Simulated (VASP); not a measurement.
A convergence study with VASP on WSe₂ (2H layered): one setting is varied, all else stays as given below, so the limit is that of these other settings. Each run relaxes cell and ions from the cell shown. The basis is that of the starting cell, so low cut-offs carry a Pulay error.

```xyz
6
Lattice="1.6400 -2.8406 0.0000 1.6400 2.8406 0.0000 0.0000 0.0000 12.9600" Properties=species:S:1:pos:R:3 pbc="T T T"
W      1.6400     0.9469     3.2400
W      1.6400    -0.9469     9.7200
Se     1.6400     0.9469    11.3918
Se     1.6400    -0.9469     4.9118
Se     1.6400    -0.9469     1.5682
Se     1.6400     0.9469     8.0482
```

Calculation: LDA (Ceperley-Alder, Perdew-Zunger), VASP's LDA PAW potentials (set 64) (plane waves; VASP). The tightest run used: 700 eV cut-off, 7×7×2 Γ-centred mesh, Gaussian smearing of 0.050 eV, potentials W_sv Se.

Problem. The settings run are ENCUT = 150; ENCUT = 200; ENCUT = 250; ENCUT = 300; ENCUT = 350; ENCUT = 400; ENCUT = 450; ENCUT = 500; ENCUT = 550; ENCUT = 600; ENCUT = 650; ENCUT = 700. From which on does the relaxed volume stay within 0.1 Å³/atom of the tightest run?

Solution. From ENCUT = 350 on: it is off by 0.062 there and by no more than 0.1 in any finer run, while ENCUT = 300 is off by 0.123.
```csv
setting,relaxed volume (Å³/atom),E (eV/atom),plane waves,difference judged (Å³/atom)
ENCUT = 150,16.736,-8.4427,523,2.881
ENCUT = 200,18.857,-8.0895,792,0.761
ENCUT = 250,19.429,-8.0830,1114,0.189
ENCUT = 300,19.494,-8.0830,1444,0.123
ENCUT = 350,19.555,-8.0824,1823,0.062
ENCUT = 400,19.595,-8.0825,2263,0.023
ENCUT = 450,19.601,-8.0825,2630,0.016
ENCUT = 500,19.608,-8.0825,3094,0.010
ENCUT = 550,19.613,-8.0825,3578,0.005
ENCUT = 600,19.617,-8.0826,4072,0.000
ENCUT = 650,19.614,-8.0826,4574,0.003
ENCUT = 700,19.617,-8.0826,5106,0.000
```

Left out are rungs that failed or repeat a setting and relaxations that didn't move; long series are thinned to 24 rows.

The compound is WSe2 in the 2H layered structure.
